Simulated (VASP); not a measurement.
Data:

```
CELL_PARAMETERS angstrom
      0.00000     3.10425     3.10425
      3.10425     0.00000     3.10425
      3.10425     3.10425     0.00000
ATOMIC_POSITIONS crystal
  Ta 0.00000 0.00000 0.00000
  Sb 0.25000 0.25000 0.25000
```

These are PBEsol GGA, VASP's PBE PAW potentials (set 64) (plane waves; VASP 6.6.1) values and carry that method's errors. Numerical set-up: 400 eV cut-off, Gaussian smearing of 0.050 eV, potentials Ta_pv Sb.

Give the energies of bands 5 to 11 at the high-symmetry points, in eV from the Fermi level.

```
band      Γ      X      U      L      W
----  -----  -----  -----  -----  -----
5     -2.96  -4.88  -4.39  -4.50  -4.03
6     -2.96  -1.95  -3.06  -2.64  -3.61
7     -2.96  -1.95  -2.17  -2.64  -1.99
8      0.06  -1.01  -0.94   0.15  -1.06
9      0.06  -0.15   0.22   0.32   0.09
10     2.41   0.57   0.41   0.32   0.39
11     5.54   1.12   1.60   2.89   1.39
```

It has no gap at this level: it comes out as a metal or semimetal.

The structure was generated: TaSb was put into the zinc blende type (F-43m), which need not be its known phase. It was relaxed first, which changed the volume by -34 %.
